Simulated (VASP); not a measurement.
MnS:

```
Mn S
1.0
     0.00000    2.61225    2.61225
     2.61225    0.00000    2.61225
     2.61225    2.61225    0.00000
Mn S
1 1
Direct
  0.00000 0.00000 0.00000
  0.50000 0.50000 0.50000
```

Base run:

| Property | Result |
| --- | --- |
| Program | VASP 6.6.1 |
| Functional | PBEsol |
| Potentials or basis | VASP PAW PBE potentials, release 64 (Mn_pv, S) |
| Cutoff | 520 eV |
| k mesh | 6 × 6 × 6 |
| Occupations | gaussian, width 0.05 eV |
| Spin | collinear spin, ferromagnetic start |
| Starting moments | [4.0, 0.0] μB |
| Hubbard terms | Mn d U = 2 eV |

Its results: band gap on the k mesh none (metal or under the smearing width); pressure -2.5 GPa; net moment 4.96 μB per cell; site moments Mn +4.49; S +0.11 μB.

Problem. The run is repeated on the same cell with these changes: functional from PBEsol to PBE; hubbard terms from Mn d U = 2 eV to none. What comes out?

Solution. Band gap on the k mesh none (metal or under the smearing width); pressure -4.0 GPa; net moment 4.68 μB per cell; site moments Mn +4.25; S +0.10 μB.

Several settings changed at once, so the effect can't be laid on one alone.

Caveats: a cell with one magnetic atom can't hold antiferromagnetic order, which such compounds often take; the PAW data sets were made with another functional, which shifts forces and pressure a little (some runs); semilocal functionals often make such compounds metallic where correlation or magnetic order opens a gap, which also shifts bond lengths (some runs).

Not every run made on this cell is shown here.
